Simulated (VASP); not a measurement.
Take BN (wurtzite), against free atoms with fixed spin and no zero-point term, in VASP with PAW potentials, and its cohesive energy.

**Question.** One run gives 7.38 eV/atom. Which level is it?
(A) PBEsol
(B) PBE
(C) SCAN
(D) revTPSS

**Answer.** A, PBEsol.  The others give 6.91 (PBE), 6.81 (SCAN), 6.58 (revTPSS).

Only levels that ran to the end are used. Left out are those held back, those with too coarse a band path, GW runs whose mesh misses a band edge, hybrids' fits of cells that aren't cubic and levels without matching references; a question may draw on a part of the rest.
